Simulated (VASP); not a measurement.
An input for Quantum ESPRESSO's pw.x (written as the equivalent of a VASP run, and not itself run):

```
&CONTROL
  calculation = 'vc-relax'
  pseudo_dir = './pseudo'
  outdir = './out'
  tprnfor = .true.
  tstress = .true.
  nstep = 60
  forc_conv_thr = 0.00078
/
&SYSTEM
  ibrav = 0
  nat = 3
  ntyp = 1
  ecutwfc = 86
  occupations = 'smearing'
  smearing = 'gaussian'
  degauss = 0.003675
  input_dft = 'vdw-df2-b86r'
/
&ELECTRONS
  conv_thr = 7.3e-08
  electron_maxstep = 100
/
&IONS
/
&CELL
/
ATOMIC_SPECIES
  Se 78.971 Se.upf
CELL_PARAMETERS angstrom
     2.0440240   -3.5403534    0.0000000
     2.0440240    3.5403534   -0.0000000
     0.0000000   -0.0000000    5.0758695
ATOMIC_POSITIONS crystal
  Se   1.0000000  0.2467083  0.6666670
  Se   0.7532917  0.7532917  1.0000000
  Se   0.2467083  1.0000000  0.3333330
K_POINTS automatic
  6 6 4 0 0 0
```

### Question
Translate this input to VASP (INCAR, KPOINTS, POSCAR, choice of POTCAR).

### Answer
One answer among several that fit: 
**INCAR**
```
SYSTEM = Se
PREC = Accurate
ENCUT = 520
EDIFF = 1E-6
NELM = 100
ALGO = Normal
LREAL = .FALSE.
LASPH = .TRUE.
ISMEAR = 0
SIGMA = 0.05
GGA = MK
PARAM1 = 0.1234568
PARAM2 = 0.7114
ZAB_VDW = -1.8867
LUSE_VDW = .TRUE.
AGGAC = 0.0
LMAXMIX = 4
LWAVE = .FALSE.
LCHARG = .FALSE.
IBRION = 2
ISIF = 3
NSW = 60
EDIFFG = -0.02
```

**POSCAR**
```
Se
1.0
  2.0440240241  -3.5403534499   0.0000000000
  2.0440240241   3.5403534499   0.0000000000
  0.0000000000   0.0000000000   5.0758695168
Se
3
Cartesian
  2.5483017974  -2.6669187283   3.3839147032
  3.0794925016  -0.0000000000   5.0758695168
  2.5483017974   2.6669187283   1.6919548136
```

### KPOINTS
```
Automatic
0
gamma
 6 6 4
0 0 0
```

POTCAR, in this order: Se (PBE.64 set). Program: vasp_std.

What does not carry over: the potentials are each code's own (VASP's PAW set, PseudoDojo norm-conserving files in pw.x), so ENCUT and ecutwfc are chosen apart and not converted; conv_thr bounds pw.x's estimated SCF error, while EDIFF bounds the energy change between steps; forc_conv_thr acts on force components and is met together with etot_conv_thr.

The compound is Se in the trig structure. This run relaxes it. Symmetry was kept, so distortions that lower it aren't found.
